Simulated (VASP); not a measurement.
Level of theory: PBE GGA, VASP's PBE PAW potentials (set 64) (plane waves; VASP).

The input files of a VASP run:

**POSCAR**
```
AlN
1
    0.0000000000     2.1299700000     2.1299700000
    2.1299700000     0.0000000000     2.1299700000
    2.1299700000     2.1299700000     0.0000000000
Al N
1 1
Direct
  0.0000000000   0.0000000000   0.0000000000
  0.2500000000   0.2500000000   0.2500000000
```

### INCAR
```
LASPH = .TRUE.
SYSTEM = AlN
PREC = Normal
LWAVE = .TRUE.
ISMEAR = 0   # Gaussian
EDIFF = 1E-8   # SCF stop (eV)
ENCUT = 500   # plane-wave cut-off (eV)
LREAL = .FALSE.   # projection in real space or not
SIGMA = 0.01   # width (eV)
NELM = 100   # most electronic steps
LCHARG = .FALSE.
GGA = PE
ALGO = Normal   # blocked Davidson
```

KPOINTS:
```
Regular mesh
0
gamma
  4 4 4
```

POTCAR, in this order: Al_GW N_GW_new (PBE.64 set). Program: vasp_std.

Output of the run:

### OSZICAR
```
       N       E                     dE             d eps       ncg     rms          rms(c)
DAV:   1     0.248751826378E+02    0.24875E+02   -0.49078E+03   128   0.898E+02
DAV:   2    -0.167467089483E+02   -0.41622E+02   -0.38384E+02   192   0.220E+02
DAV:   3    -0.172712636037E+02   -0.52455E+00   -0.52455E+00   152   0.287E+01
DAV:   4    -0.172757893466E+02   -0.45257E-02   -0.45257E-02   208   0.355E+00
DAV:   5    -0.172757974567E+02   -0.81102E-05   -0.81102E-05   160   0.985E-02    0.869E+00
DAV:   6    -0.147442401499E+02    0.25316E+01   -0.13243E+01   192   0.381E+01    0.234E+00
DAV:   7    -0.147113732100E+02    0.32867E-01   -0.92883E-02   152   0.271E+00    0.146E+00
DAV:   8    -0.147044457659E+02    0.69274E-02   -0.22673E-02   144   0.383E+00    0.978E-02
DAV:   9    -0.147046882717E+02   -0.24251E-03   -0.43387E-04   176   0.200E-01    0.571E-02
DAV:  10    -0.147047764052E+02   -0.88133E-04   -0.11236E-04   136   0.975E-02    0.402E-03
DAV:  11    -0.147047769538E+02   -0.54860E-06   -0.78189E-07   184   0.119E-02    0.190E-03
DAV:  12    -0.147047771243E+02   -0.17054E-06   -0.13595E-07   152   0.489E-03    0.232E-04
DAV:  13    -0.147047771157E+02    0.85963E-08   -0.57069E-09   152   0.896E-04
   1 F= -.14704777E+02 E0= -.14704777E+02  d E =-.222635E-13
```

**OUTCAR**
```
------------------------ aborting loop because EDIFF is reached ----------------------------------------
  FORCE on cell =-STRESS in cart. coord.  units (eV):
  Direction    XX          YY          ZZ          XY          YZ          ZX
  --------------------------------------------------------------------------------------
  Total        2.7431534      2.7431534      2.7431534      0.0000000      0.0000000      0.0000000
  in kB      227.4103480    227.4103480    227.4103480      0.0000000      0.0000000      0.0000000
  external PRESSURE =     227.4103480 kB  Pullay stress =       0.0000000 kB
  volume of cell :       19.33
      direct lattice vectors                 reciprocal lattice vectors
     0.000000000  2.129970000  2.129970000    -0.234745090  0.234745090  0.234745090
     2.129970000  0.000000000  2.129970000     0.234745090 -0.234745090  0.234745090
     2.129970000  2.129970000  0.000000000     0.234745090  0.234745090 -0.234745090
  FREE ENERGIE OF THE ION-ELECTRON SYSTEM (eV)
  ---------------------------------------------------
  free  energy   TOTEN  =       -14.7047771157 eV

  energy  without entropy=      -14.7047771157  energy(sigma->0) =      -14.70477712
```
(Selected blocks of OUTCAR.)

The compound is AlN in the zinc blende structure, a metastable form; wurtzite is the usual one. This cell is one point of a volume scan, at 0.92 of the reference volume. The k-mesh is coarse (spacing up to 0.64 per Å, 2π included), so the numbers may not be converged in it.
